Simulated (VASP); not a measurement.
An input for Quantum ESPRESSO's pw.x (written as the equivalent of a VASP run, and not itself run):

```
&CONTROL
  calculation = 'scf'
  pseudo_dir = './pseudo'
  outdir = './out'
  tprnfor = .true.
  tstress = .true.
/
&SYSTEM
  ibrav = 0
  nat = 7
  ntyp = 2
  ecutwfc = 82
  occupations = 'tetrahedra'
  input_dft = 'pbesol'
/
&ELECTRONS
  conv_thr = 7.3e-09
  electron_maxstep = 100
/
ATOMIC_SPECIES
  P 30.974 P.upf
  Pd 106.420 Pd.upf
CELL_PARAMETERS angstrom
     7.1072428    0.0000000    0.0000000
     0.0000000    1.4814947    4.8745043
     0.0000000   -1.4814947    4.8745043
ATOMIC_POSITIONS crystal
  P    0.0000000  0.2480831  0.2480831
  Pd   0.1973206  0.8692406  0.8692406
  Pd   0.8026794  0.8692406  0.8692406
  Pd   0.3154970  0.1462352  0.1462352
  Pd   0.6845030  0.1462352  0.1462352
  Pd   0.0000000  0.5616230  0.5616230
  Pd   0.5000000  0.4443523  0.4443523
K_POINTS automatic
  5 12 12 0 0 0
```

Problem. Translate this input to VASP (INCAR, KPOINTS, POSCAR, choice of POTCAR).

Solution. Several could match; the one computed here: 
**KPOINTS**
```
Automatic mesh
0
Gamma
5 12 12
0 0 0
```

File POSCAR:
```
PPd6
1
    7.1072427826     0.0000000000     0.0000000000
    0.0000000000     1.4814947253     4.8745043272
    0.0000000000    -1.4814947253     4.8745043272
P Pd
1 6
Direct
  0.0000000000   0.2480831032   0.2480831032
  0.1973206017   0.8692406178   0.8692406178
  0.8026793983   0.8692406178   0.8692406178
  0.3154969903   0.1462351564   0.1462351564
  0.6845030097   0.1462351564   0.1462351564
  0.0000000000   0.5616230443   0.5616230443
  0.5000000000   0.4443523042   0.4443523042
```

INCAR:
```
SYSTEM = PPd6
PREC = Accurate
ENCUT = 400
EDIFF = 1E-7
NELM = 100
ALGO = Normal
LREAL = .FALSE.
LASPH = .TRUE.
ISMEAR = -5
GGA = PS
LMAXMIX = 4
LWAVE = .FALSE.
LCHARG = .TRUE.
LORBIT = 11
NEDOS = 601
ISIF = 2
LEFG = .TRUE.
```

POTCAR, in this order: P Pd (PBE.64 set). Program: vasp_std.

What does not carry over: the potentials are each code's own (VASP's PAW set, PseudoDojo norm-conserving files in pw.x), so ENCUT and ecutwfc are chosen apart and not converted; conv_thr bounds pw.x's estimated SCF error, while EDIFF bounds the energy change between steps; the field gradients of LEFG aren't asked of the other code.

The structure comes from a computed database's PPd6 entry (Amm2); how it stands against other phases isn't given here. It was relaxed first, which changed the volume by -6 %.
